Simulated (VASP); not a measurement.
All values below come from PW91 GGA, VASP's PBE PAW potentials (set 64) (plane waves; VASP 6.6.1).

Input for VASP

**KPOINTS**
```
Automatic mesh
0
Gamma
14 14 8
0 0 0
```

### INCAR
```
ALGO=Normal
EDIFF=1E-6
EDIFFG=-0.01
ENCUT=520
GGA=91
IBRION=2
ISIF=3
ISMEAR=1
LASPH=.TRUE.
LCHARG=.FALSE.
LMAXMIX=6
LREAL=.FALSE.
LWAVE=.FALSE.
NELM=100
NSW=60
PREC=Accurate
SIGMA=0.1
SYSTEM=Os
```

POSCAR:
```
Os
1
    1.3650000000    -2.3642490000     0.0000000000
    1.3650000000     2.3642490000     0.0000000000
    0.0000000000     0.0000000000     4.3200000000
Os
2
Direct
  0.3333330000   0.6666670000   0.2500000000
  0.6666670000   0.3333330000   0.7500000000
```

POTCAR, in this order: Os (PBE.64 set). Program: vasp_std.

Energy and stress use the plane-wave basis of the starting cell. Unless said otherwise, spin-orbit coupling is left out, though it shifts the bands of the heavy elements here.

Task: What does the run give for the energy per atom (σ→0), volume per atom, band gap (on the k-mesh)?

Result: 
```yaml
energy per atom (σ→0): -11.174 eV/atom
band gap (on the k-mesh): none (metal, semimetal or under 0.01 eV)
volume_per_atom: 14.42 Å^3/atom
```

File OSZICAR:
```
...
DAV:   5    -0.223476698415E+02   -0.11743E-06   -0.43966E-07  1472   0.669E-03
   8 F= -.22347670E+02 E0= -.22347280E+02  d E =0.102812E-03
       N       E                     dE             d eps       ncg     rms          rms(c)
DAV:   1    -0.223479627154E+02   -0.29299E-03   -0.50349E-03  2888   0.603E-01    0.174E-01
DAV:   2    -0.223478076961E+02    0.15502E-03   -0.19089E-04  2956   0.142E-01    0.722E-02
DAV:   3    -0.223477818708E+02    0.25825E-04   -0.10339E-04  3692   0.102E-01    0.851E-03
DAV:   4    -0.223477827148E+02   -0.84400E-06   -0.17921E-06  1948   0.106E-02
   9 F= -.22347783E+02 E0= -.22347395E+02  d E =-.100618E-04
```

The compound is Os in the hcp structure. This run relaxes it. Symmetry was kept, so distortions that lower it aren't found.
